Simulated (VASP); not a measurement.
**Moving the strain (εxx = s, εyy = s) in TaSbSe**

```
CELL_PARAMETERS angstrom
3.62961 0.00000 0.00000
0.00000 3.62961 0.00000
0.00000 0.00000 5.63455
ATOMIC_POSITIONS crystal
Ta 0.00000 0.00000 0.00000
Sb 0.00000 0.00000 0.50000
Se 0.50000 0.50000 0.00000
```

The cell comes from a database or a generator and needn't be the stable form of this composition.

Kept alike: task relaxation of the atoms; functional PBE; k mesh 7 × 7 × 5; occupations fermi-dirac, width 0.05 eV; no spin polarisation. Program: VASP, PBE PAW files Sb, Se, Ta_pv, 520 eV. The mesh is that of the run's cell of 3 atoms. No spin-orbit coupling.

| s | free energy over the lowest row (meV/atom) |
| --- | --- |
| -0.04 | 71.83 |
| -0.02 | 16.18 |
| -0.01 | 3.82 |
| 0 | 0.00 |
| 0.01 | 3.42 |
| 0.02 | 13.13 |
| 0.04 | 49.38 |

The cell shown is the unstrained one; x, y and z are its Cartesian axes. For a metal such a mesh leaves the last digits unconverged.

Task: What does the strain (εxx = s, εyy = s) change here?

Result: The free energy is lowest at 0, and 71.83 meV an atom higher at -0.04.
